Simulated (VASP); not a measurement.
Data:

```
In
1.0
   -1.50079     1.50079     2.37841
    1.50079    -1.50079     2.37841
    1.50079     1.50079    -2.37841
In
1
Direct
  0.00000   0.00000   0.00000
```

All values below come from LDA (Ceperley-Alder, Perdew-Zunger), VASP's LDA PAW potentials (set 64) (plane waves; VASP). Numerical set-up: 500 eV cut-off, 17×17×17 Γ-centred mesh, first-order Methfessel-Paxton smearing of 0.10 eV, potentials In_d.

Energy and stress use the plane-wave basis of the starting cell.

The ions, cell shape and volume at an external pressure of 20.0 GPa are relaxed. Which structure does the run end with?

```
In
1.0
   -1.45883     1.45883     2.31274
    1.45883    -1.45883     2.31274
    1.45883     1.45883    -2.31274
In
1
Direct
  0.00000   0.00000   0.00000
```
Space group I4/mmm (139), at a tolerance of 0.03 Å.

How do energy and volume change from the first to the last step?

The energy (σ→0) changes by +158.6 meV/atom and the volume by -8.1 %, in 4 ionic steps.

The compound is In in the bct structure. This run relaxes it under an external pressure of 20 GPa. Symmetry was kept, so distortions that lower it aren't found.
